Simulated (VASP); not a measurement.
Sn2Ge3:

```
Sn Ge
1.0
     2.30744   -2.97104    0.00000
     2.30744    2.97104    0.00000
     0.00000    0.00000    9.75889
Sn Ge
2 3
Direct
  0.50000 0.50000 0.00000
  0.00000 0.00000 0.50000
  0.50000 0.50000 0.29932
  0.50000 0.50000 0.70068
  0.00000 0.00000 0.00000
```

The cell was built by a generator and needn't be a form met in nature.

- Program: VASP 6.6.1
- Task: relaxation of cell and atoms
- Functional: PBE
- Potentials or basis: VASP PAW PBE potentials, release 64 (Sn_d, Ge_d)
- Cutoff: 520 eV
- k mesh: 5 × 5 × 2
- Occupations: gaussian, width 0.15 eV
- Spin: no spin polarisation

At the start: pressure 5.1 GPa; volume 26.76 Å³/atom.

Task: How do energy, volume and symmetry change on relaxing?

Result: Over 22 steps the energy falls by 387.8 meV/atom and the volume is 26.03 Å³/atom (-2.7 %); space group P4/mmm (No. 123, to 0.05 Å).

Step by step:
| step | energy change (eV) | largest force (eV/Å) | pressure (GPa) | volume (Å³) |
| --- | --- | --- | --- | --- |
| 1 | 0.0000 | 0.5568 | 5.11 | 133.80 |
| 2 | -1.4599 | 0.5610 | -4.45 | 148.68 |
| 3 | -1.4513 | 0.6120 | -3.68 | 147.03 |
| 4 | -1.4581 | 0.5633 | -3.82 | 147.76 |
| 5 | -1.7773 | 0.6987 | -1.12 | 134.89 |
| 6 | -1.7948 | 0.7293 | -0.75 | 132.47 |
| 7 | -1.7745 | 0.8479 | 1.70 | 127.69 |
| 8 | -1.7967 | 0.7904 | -0.32 | 131.25 |
| 9 | -1.8613 | 0.5678 | 0.29 | 128.97 |
| 10 | -1.8868 | 0.3102 | 1.69 | 126.29 |
| 11 | -1.9229 | 0.1430 | 0.30 | 128.02 |
| 12 | -1.9316 | 0.0655 | -0.09 | 128.84 |
| 13 | -1.9343 | 0.0356 | -0.69 | 130.49 |
| 14 | -1.9350 | 0.0422 | 0.40 | 129.60 |
| 15 | -1.9352 | 0.0385 | -0.25 | 130.08 |
| 16 | -1.9353 | 0.0333 | 0.67 | 129.84 |
| 17 | -1.9353 | 0.0275 | -0.87 | 130.00 |
| 18 | -1.9353 | 0.0229 | 0.16 | 129.92 |
| 19 | -1.9380 | 0.0304 | -0.38 | 130.05 |
| 20 | -1.9388 | 0.0426 | -0.38 | 130.12 |
| 21 | -1.9385 | 0.0709 | -0.53 | 130.25 |
| 22 | -1.9389 | 0.0039 | -0.32 | 130.15 |

Final structure:
```
Sn Ge
1.0
     2.70840   -2.72264    0.00000
     2.70840    2.72264    0.00000
     0.00000    0.00000    8.82471
Sn Ge
2 3
Direct
  0.50000 0.50000 0.00000
  0.00000 0.00000 0.50000
  0.50000 0.50000 0.32489
  0.50000 0.50000 0.67511
  0.00000 0.00000 0.00000
```
